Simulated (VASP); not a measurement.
# Ni(110): what the settings do to the level below the vacuum, part 2 of 6

Wanted: the error that each setting leaves in the work function or ionisation potential of Ni(110).

VASP 6.6.1, plane waves and PAW; the level of theory is named at each step.

Still holding for the runs below: The magnetic state follows from one typed start and may not be the lowest.

So far, highest filled level below the vacuum (eV): step 2 (the base run) 4.51.

### 3. Another mesh, mesh points along a 2, k-mesh 2×3×1

Level of this step: PBE, spin-polarised from a ferromagnetic start; plane waves and PAW (Ni) (VASP).

The mesh decides how well the Fermi level or the band edge is found.

INCAR

```
SYSTEM = Ni
PREC = Normal
ENCUT = 350
EDIFF = 1E-06
NELM = 120
ISMEAR = 1
SIGMA = 0.1
LREAL = .FALSE.
ALGO = Normal
GGA = PE
NBANDS = 51
ISPIN = 2
MAGMOM = 1 1 1 1 1 1 1
LASPH = .TRUE.
LMAXMIX = 4
LORBIT = 11
LWAVE = .FALSE.
LCHARG = .FALSE.
NCORE = 4
IDIPOL = 3
LDIPOL = .TRUE.
DIPOL = 0.5 0.5 0.5
LVHAR = .TRUE.
LVACPOTAV = .TRUE.
```

POSCAR

```
Ni
1.0
    3.5200000000      0.0000000000      0.0000000000
    0.0000000000      2.4890158698      0.0000000000
    0.0000000000      0.0000000000     25.4670476093
Ni
7
Direct
    0.0000000000      0.0000000000      0.3533978551
    0.5000000000      0.5000000000      0.4022652367
    0.0000000000      0.0000000000      0.4511326184
    0.5000000000      0.5000000000      0.5000000000
    0.0000000000      0.0000000000      0.5488673816
    0.5000000000      0.5000000000      0.5977347633
    0.0000000000      0.0000000000      0.6466021449
```

KPOINTS

```
Automatic mesh
0
Gamma
2 3 1
0 0 0
```

PAW data sets: Ni (PBE family, release 64).

Launch:

```console
$ mpirun -np 4 vasp_std
```

The program printed:

```text
[banner, memory and clock lines left out]
running    4 mpi-ranks, on    1 nodes
 distrk:  each k-point on    4 cores,    1 groups
 distr:  one band on    4 cores,    1 groups

 POSCAR found type information on POSCAR Ni
 POSCAR found :  1 types and       7 ions
 LDA part: xc-table for (Slater+PW92), standard interpolation
 POSCAR, INCAR and KPOINTS ok, starting setup
 FFT: planning ... GRIDC
 FFT: planning ... GRID_SOFT
 FFT: planning ... GRID
 WAVECAR not read
 entering main loop
       N       E                     dE             d eps       ncg     rms          rms(c)
DAV:   1     0.435491931071E+03    0.43549E+03   -0.24966E+04   816   0.111E+03
DAV:   2    -0.978144827513E+01   -0.44527E+03   -0.42126E+03   819   0.286E+02
DAV:   3    -0.417915449271E+02   -0.32010E+02   -0.30152E+02   889   0.107E+02
DAV:   4    -0.423128401413E+02   -0.52130E+00   -0.52037E+00   933   0.158E+01
DAV:   5    -0.423270153539E+02   -0.14175E-01   -0.14175E-01  1266   0.153E+00    0.265E+01
DAV:   6    -0.509318677127E+02   -0.86049E+01   -0.71175E+01   921   0.148E+02    0.500E+01
DAV:   7    -0.440200847014E+02    0.69118E+01   -0.88343E+01   924   0.116E+02    0.365E+01
DAV:   8    -0.399757355553E+02    0.40443E+01   -0.25161E+01   998   0.814E+01    0.370E+01
DAV:   9    -0.370035786892E+02    0.29722E+01   -0.16237E+01  1025   0.631E+01    0.238E+01
DAV:  10    -0.390257022033E+02   -0.20221E+01   -0.11163E+01   980   0.643E+01    0.412E+01
DAV:  11    -0.354667852206E+02    0.35589E+01   -0.41698E+01   980   0.459E+01    0.143E+01
DAV:  12    -0.347366560925E+02    0.73013E+00   -0.19102E+00   965   0.226E+01    0.752E+00
DAV:  13    -0.348607525865E+02   -0.12410E+00   -0.61488E-01  1082   0.938E+00    0.977E+00
DAV:  14    -0.348278655019E+02    0.32887E-01   -0.16797E-01   838   0.469E+00    0.798E+00
DAV:  15    -0.348586376573E+02   -0.30772E-01   -0.10068E-01   841   0.329E+00    0.829E+00
DAV:  16    -0.348413746391E+02    0.17263E-01   -0.15108E-01   923   0.521E+00    0.862E+00
DAV:  17    -0.347808117445E+02    0.60563E-01   -0.61778E-02  1039   0.519E+00    0.437E+00
DAV:  18    -0.347565715324E+02    0.24240E-01   -0.62350E-02  1286   0.356E+00    0.165E+00
DAV:  19    -0.347608857510E+02   -0.43142E-02   -0.13738E-02   873   0.928E-01    0.184E+00
DAV:  20    -0.347694134686E+02   -0.85277E-02   -0.24995E-03   925   0.866E-01    0.159E+00
DAV:  21    -0.347932980303E+02   -0.23885E-01   -0.34516E-03   930   0.789E-01    0.111E+00
DAV:  22    -0.348346237555E+02   -0.41326E-01   -0.71250E-03   844   0.815E-01    0.822E-01
DAV:  23    -0.348627464021E+02   -0.28123E-01   -0.32874E-03   888   0.875E-01    0.917E-01
DAV:  24    -0.349034366168E+02   -0.40690E-01   -0.66428E-03   892   0.110E+00    0.742E-01
DAV:  25    -0.349515022948E+02   -0.48066E-01   -0.74802E-03   880   0.664E-01    0.828E-01
DAV:  26    -0.349970507384E+02   -0.45548E-01   -0.61682E-03   837   0.394E-01    0.514E-01
DAV:  27    -0.350246477227E+02   -0.27597E-01   -0.43233E-03   864   0.379E-01    0.416E-01
DAV:  28    -0.350371746786E+02   -0.12527E-01   -0.21378E-03   851   0.259E-01    0.322E-01
DAV:  29    -0.350428716449E+02   -0.56970E-02   -0.47042E-04   852   0.181E-01    0.338E-01
DAV:  30    -0.350470383959E+02   -0.41668E-02   -0.26118E-04   858   0.196E-01    0.137E-01
[...]
DAV:  39    -0.350608000435E+02   -0.13092E-03   -0.29306E-06   676   0.128E-02    0.708E-03
DAV:  40    -0.350608736381E+02   -0.73595E-04   -0.13056E-06   633   0.928E-03    0.385E-03
DAV:  41    -0.350609371968E+02   -0.63559E-04   -0.11661E-06   628   0.641E-03    0.392E-03
DAV:  42    -0.350609643282E+02   -0.27131E-04   -0.33485E-07   595   0.352E-03    0.541E-03
DAV:  43    -0.350609737562E+02   -0.94280E-05   -0.80436E-08   562   0.275E-03    0.447E-03
DAV:  44    -0.350609863737E+02   -0.12618E-04   -0.12464E-07   567   0.270E-03    0.231E-03
DAV:  45    -0.350609925028E+02   -0.61291E-05   -0.45136E-08   576   0.161E-03    0.137E-03
DAV:  46    -0.350609986255E+02   -0.61226E-05   -0.29694E-08   570   0.111E-03    0.974E-04
DAV:  47    -0.350610028795E+02   -0.42540E-05   -0.17548E-08   562   0.125E-03    0.701E-04
DAV:  48    -0.350610059554E+02   -0.30759E-05   -0.18675E-08   563   0.951E-04    0.334E-04
DAV:  49    -0.350610069930E+02   -0.10376E-05   -0.67475E-09   539   0.640E-04    0.521E-04
DAV:  50    -0.350610076152E+02   -0.62216E-06   -0.36579E-09   530   0.778E-04
 [... a notice as in an earlier step ...]

   1 F= -.35061008E+02 E0= -.35061841E+02  d E =0.250070E-02  mag=     5.9366
```

Run time: 26 s. Hardware: 4 MPI ranks of Intel Xeon 6975P-C (Granite Rapids), shared host; peak memory 0.46 GiB; 81 s of CPU time.

Parts of OUTCAR (step 3):

```text
The static configuration has the point symmetry D_2h.

 Found      4 irreducible k-points:

   k-points           NKPTS =      4   k-points in BZ     NKDIM =      4   number of bands    NBANDS=     51

   NELECT =      70.0000    total number of electrons

 E-fermi :   0.2386

 spin component 1
 k-point     1 :       0.0000    0.0000    0.0000
  band No.  band energies     occupation
    ...
     35      -0.6142      1.00000
     36      -0.5731      1.00000
     37      -0.4800      1.00000
     38      -0.4256      1.00000
     39      -0.1823      1.00000
     40       1.3156     -0.00000
     41       3.2558      0.00000
     42       3.5434      0.00000
     43       4.4476      0.00000
     44       5.0418      0.00000
    ...

 k-point     2 :       0.5000    0.0000    0.0000
  band No.  band energies     occupation
    ...
     37      -0.5021      1.00000
     38      -0.4698      1.00000
     39      -0.4543      1.00000
     40      -0.2426      1.00000
     41       0.1079      1.03454
     42       0.4228     -0.01286
     43       2.1176     -0.00000
     44       2.4090      0.00000
     45       6.2074      0.00000
     46       6.6918      0.00000
    ...

 k-point     3 :       0.0000    0.3333    0.0000
  band No.  band energies     occupation
    ...
     34      -0.5416      1.00000
     35      -0.5389      1.00000
     36      -0.4814      1.00000
     37      -0.4560      1.00000
     38      -0.4288      1.00000
     39       1.2621     -0.00000
     40       3.3695      0.00000
     41       5.1941      0.00000
     42       5.2889      0.00000
     43       6.5370      0.00000
    ...

 k-point     4 :       0.5000    0.3333    0.0000
  band No.  band energies     occupation
    ...
     32      -0.7773      1.00000
     33      -0.7374      1.00000
     34      -0.6383      1.00000
     35      -0.5927      1.00000
     36       0.1765      0.92927
     37       0.3648     -0.03525
     38       1.2404     -0.00000
     39       1.5930     -0.00000
     40       2.6394      0.00000
     41       3.3326      0.00000
    ...

  Total       -3.0580465      1.1291350     -2.9917558      0.0000000      0.0000000      0.0000000
  in kB      -21.9586555      8.1078838    -21.4826469      0.0000000      0.0000000      0.0000000
  external PRESSURE =     -11.7778062 kB  Pullay stress =       0.0000000 kB

 POSITION                                       TOTAL-FORCE (eV/Angst)
 -----------------------------------------------------------------------------------
      0.00000      0.00000      9.00000        -0.000000     -0.000000      0.871625
      1.76000      1.24451     10.24451         0.000000      0.000000     -0.734065
      0.00000      0.00000     11.48902         0.000000      0.000000     -0.024978
      1.76000      1.24451     12.73352         0.000000      0.000000      0.000000
      0.00000      0.00000     13.97803        -0.000000      0.000000      0.024978
      1.76000      1.24451     15.22254         0.000000      0.000000      0.734065
      0.00000      0.00000     16.46705         0.000000      0.000000     -0.871625
 -----------------------------------------------------------------------------------
    total drift:                                0.000000      0.000000      0.000000

  FREE ENERGIE OF THE ION-ELECTRON SYSTEM (eV)
  ---------------------------------------------------
  free  energy   TOTEN  =       -35.0610076152 eV

  energy  without entropy=      -35.0635083157  energy(sigma->0) =      -35.06184118

 vacuum level on the upper side and lower side of the slab         4.783         4.783

 total charge
# of ion       s       p       d       tot
------------------------------------------
    1        0.468   0.314   8.275   9.057
    2        0.503   0.476   8.260   9.238
    3        0.506   0.512   8.270   9.288
    4        0.510   0.505   8.275   9.291
    5        0.506   0.512   8.270   9.288
    6        0.503   0.476   8.260   9.238
    7        0.468   0.314   8.275   9.057
--------------------------------------------------
tot          3.463   3.108  57.886  64.457

 magnetization (x)
# of ion       s       p       d       tot
------------------------------------------
    1        0.001  -0.007   0.925   0.918
    2       -0.006  -0.017   0.871   0.848
    3       -0.001  -0.015   0.840   0.824
    4       -0.006  -0.014   0.813   0.793
    5       -0.001  -0.015   0.840   0.824
    6       -0.006  -0.017   0.871   0.848
    7        0.001  -0.007   0.925   0.918
--------------------------------------------------
tot         -0.020  -0.092   6.084   5.972

[... 7 parts as in an earlier step ...]

[... 6 further parts left out ...]
```

This step gave:

```yaml
electronic_cycles: 50
free_energy_toten: -35.06 eV
energy_at_zero_smearing: -35.06 eV
fermi_energy: 0.2386 eV
moment_of_the_cell_from_the_last_line_of_the_log: 5.937 μB
vacuum_levels: 4.783, 4.783 eV
work_functions_of_the_upper_and_lower_face: 4.544, 4.544 eV
highest_filled_level_below_the_vacuum: 4.544 eV
```

Spin moment in the PAW sphere by atom:

| atom | spin moment in the PAW sphere (μB) |
| --- | --- |
| Ni1 | 0.918 |
| Ni2 | 0.848 |
| Ni3 | 0.824 |
| Ni4 | 0.793 |
| Ni5 | 0.824 |
| Ni6 | 0.848 |
| Ni7 | 0.918 |

Force by atom:

| atom | x (eV/Å) | y (eV/Å) | z (eV/Å) | size |
| --- | --- | --- | --- | --- |
| Ni1 | 0.000 | 0.000 | 0.872 | 0.872 |
| Ni2 | 0.000 | 0.000 | -0.734 | 0.734 |
| Ni3 | 0.000 | 0.000 | -0.025 | 0.025 |
| Ni4 | 0.000 | 0.000 | 0.000 | 0.000 |
| Ni5 | 0.000 | 0.000 | 0.025 | 0.025 |
| Ni6 | 0.000 | 0.000 | 0.734 | 0.734 |
| Ni7 | 0.000 | 0.000 | -0.872 | 0.872 |

Against the base run its depth below the vacuum changes by +0.04 eV and the energy by +100.0 meV an atom.

### 4. Another mesh, mesh points along a 4, k-mesh 4×6×1

INCAR, as its differences from that of step 3:

```diff
@@ -18,3 +18,4 @@
 LCHARG = .FALSE.
-NCORE = 4
+KPAR = 2
+NCORE = 2
 IDIPOL = 3
```

POSCAR is that of step 3.

KPOINTS

```
Automatic mesh
0
Gamma
4 6 1
0 0 0
```

Launch:

```console
$ mpirun -np 4 vasp_std
```

The program printed:

```text
[banner, memory and clock lines left out]
running    4 mpi-ranks, on    1 nodes
[...]
LDA part: xc-table for (Slater+PW92), standard interpolation
 POSCAR, INCAR and KPOINTS ok, starting setup
[...]
entering main loop
       N       E                     dE             d eps       ncg     rms          rms(c)
DAV:   1     0.436922860908E+03    0.43692E+03   -0.24785E+04  2456   0.111E+03
DAV:   2    -0.924205438808E+01   -0.44616E+03   -0.42248E+03  2470   0.286E+02
DAV:   3    -0.417901271650E+02   -0.32548E+02   -0.30737E+02  2643   0.107E+02
DAV:   4    -0.423468163851E+02   -0.55669E+00   -0.55557E+00  2707   0.163E+01
[...]
DAV:  44    -0.357836705625E+02   -0.32700E-05   -0.30590E-08  1644   0.152E-03    0.127E-03
DAV:  45    -0.357836719402E+02   -0.13776E-05   -0.12289E-08  1554   0.966E-04    0.854E-04
DAV:  46    -0.357836724624E+02   -0.52221E-06   -0.46752E-09  1566   0.828E-04
 [... a notice as in an earlier step ...]

   1 F= -.35783672E+02 E0= -.35784952E+02  d E =0.383742E-02  mag=     4.7525
```

Run time: 45 s. Hardware: 4 MPI ranks; peak memory 0.73 GiB.

From OUTCAR (step 4):

```text
  Total       -3.9270741     -3.1378025     -2.0531619     -0.0000000      0.0000000      0.0000000
  in kB      -28.1988083    -22.5313522    -14.7429653     -0.0000000      0.0000000      0.0000000
  external PRESSURE =     -21.8243753 kB  Pullay stress =       0.0000000 kB

 POSITION                                       TOTAL-FORCE (eV/Angst)
 -----------------------------------------------------------------------------------
      0.00000      0.00000      9.00000        -0.000000     -0.000000      0.637694
      1.76000      1.24451     10.24451         0.000000     -0.000000     -0.500410
      0.00000      0.00000     11.48902         0.000000     -0.000000     -0.170281
      1.76000      1.24451     12.73352         0.000000     -0.000000      0.000000
      0.00000      0.00000     13.97803         0.000000      0.000000      0.170281
      1.76000      1.24451     15.22254         0.000000     -0.000000      0.500410
      0.00000      0.00000     16.46705         0.000000     -0.000000     -0.637694
 -----------------------------------------------------------------------------------
    total drift:                                0.000000      0.000000      0.000000

  FREE ENERGIE OF THE ION-ELECTRON SYSTEM (eV)
  ---------------------------------------------------
  free  energy   TOTEN  =       -35.7836724624 eV

  energy  without entropy=      -35.7875098838  energy(sigma->0) =      -35.78495160

 magnetization (x)
# of ion       s       p       d       tot
------------------------------------------
    1        0.001  -0.015   0.776   0.761
    2       -0.008  -0.026   0.706   0.672
    3       -0.008  -0.027   0.708   0.674
    4       -0.008  -0.026   0.644   0.609
    5       -0.008  -0.027   0.708   0.674
    6       -0.008  -0.026   0.706   0.672
    7        0.001  -0.015   0.776   0.761
--------------------------------------------------
tot         -0.037  -0.161   5.022   4.825

[... 1 part as in an earlier step ...]

[... 2 further parts left out ...]
[key lines of the parts left out:]
E-fermi :   0.2572
```

Against the base run its depth below the vacuum changes by +0.04 eV and the energy by -3.3 meV an atom.

### 5. Another mesh, mesh points along a 10, k-mesh 10×15×1

INCAR, as its differences from that of step 4:

```diff
@@ -18,4 +18,3 @@
 LCHARG = .FALSE.
-KPAR = 2
-NCORE = 2
+KPAR = 4
 IDIPOL = 3
```

POSCAR is that of step 4.

KPOINTS

```
Automatic mesh
0
Gamma
10 15 1
0 0 0
```

Launch:

```console
$ mpirun -np 4 vasp_std
```

The program printed:

```text
[... set-up lines as in an earlier step ...]
 entering main loop
       N       E                     dE             d eps       ncg     rms          rms(c)
DAV:   1     0.433471520392E+03    0.43347E+03   -0.24703E+04  9824   0.111E+03
DAV:   2    -0.996034680187E+01   -0.44343E+03   -0.41981E+03  9849   0.286E+02
DAV:   3    -0.418003876744E+02   -0.31840E+02   -0.30202E+02 10619   0.107E+02
DAV:   4    -0.423264465236E+02   -0.52606E+00   -0.52505E+00 10964   0.158E+01
[...]
DAV:  41    -0.357547735055E+02   -0.15609E-05   -0.23107E-08  6504   0.132E-03    0.160E-03
DAV:  42    -0.357547752071E+02   -0.17016E-05   -0.17513E-08  6647   0.940E-04    0.179E-03
DAV:  43    -0.357547759362E+02   -0.72915E-06   -0.99021E-09  6585   0.968E-04
 [... a notice as in an earlier step ...]

   1 F= -.35754776E+02 E0= -.35755098E+02  d E =0.965367E-03  mag=     4.8284
```

Elapsed: 1.8 min, on 4 MPI ranks; peak memory 1.8 GiB; 6.4 min of CPU time.

OUTCAR, selected parts (step 5):

```text
  Total       -3.6327787     -3.1382509     -2.2516633      0.0000000      0.0000000      0.0000000
  in kB      -26.0855862    -22.5345723    -16.1683277      0.0000000      0.0000000      0.0000000
  external PRESSURE =     -21.5961621 kB  Pullay stress =       0.0000000 kB

 POSITION                                       TOTAL-FORCE (eV/Angst)
 -----------------------------------------------------------------------------------
      0.00000      0.00000      9.00000        -0.000000      0.000000      0.632177
      1.76000      1.24451     10.24451         0.000000     -0.000000     -0.473707
      0.00000      0.00000     11.48902         0.000000      0.000000     -0.127734
      1.76000      1.24451     12.73352         0.000000     -0.000000      0.000000
      0.00000      0.00000     13.97803         0.000000     -0.000000      0.127734
      1.76000      1.24451     15.22254         0.000000     -0.000000      0.473707
      0.00000      0.00000     16.46705        -0.000000     -0.000000     -0.632177
 -----------------------------------------------------------------------------------
    total drift:                                0.000000      0.000000      0.000000

  FREE ENERGIE OF THE ION-ELECTRON SYSTEM (eV)
  ---------------------------------------------------
  free  energy   TOTEN  =       -35.7547759362 eV

  energy  without entropy=      -35.7557413036  energy(sigma->0) =      -35.75509773

 magnetization (x)
# of ion       s       p       d       tot
------------------------------------------
    1        0.000  -0.016   0.783   0.767
    2       -0.007  -0.026   0.720   0.687
    3       -0.007  -0.026   0.715   0.682
    4       -0.007  -0.025   0.662   0.631
    5       -0.007  -0.026   0.715   0.682
    6       -0.007  -0.026   0.720   0.687
    7        0.000  -0.016   0.783   0.767
--------------------------------------------------
tot         -0.034  -0.160   5.098   4.904

[... 1 part as in an earlier step ...]

[... 2 further parts left out ...]
[key lines of the parts left out:]
E-fermi :   0.2685
```

Against the base run its depth below the vacuum changes by +0.02 eV and the energy by +1.0 meV an atom.

### 6. Side by side

Times are for 4 MPI ranks of Intel Xeon 6975P-C (Granite Rapids), shared host. The series side by side:

| no. | mesh points along a | highest filled level below the vacuum (eV) | energy at zero smearing (eV) | time | memory (GiB) |
| --- | --- | --- | --- | --- | --- |
| 1 | 2 | 4.544 | -35.06 | 26 s | 0.46 |
| 2 | 4 | 4.543 | -35.78 | 45 s | 0.73 |
| 3 | 10 | 4.527 | -35.76 | 1.8 min | 1.8 |

(Continued in part 3 of 6.)

[Lines on the potential files, build, host, timing and source positions are cut from VASP's logs without a mark.]

[Logs are printed without paths, hosts, clocks, repeated set-up lines and the standing remarks that a program may print on its own settings, such as how far it seeks lower states.]

[Hosts, paths, dates, database ids (printed as entryN), source tags and the programs' standing remarks are cut or masked in the printed files.]

[In band tables of VASP the shares of atoms and orbitals are scaled to a sum of 1 inside the atoms' spheres.]

[Runs that stopped without an error message from VASP are left out.]
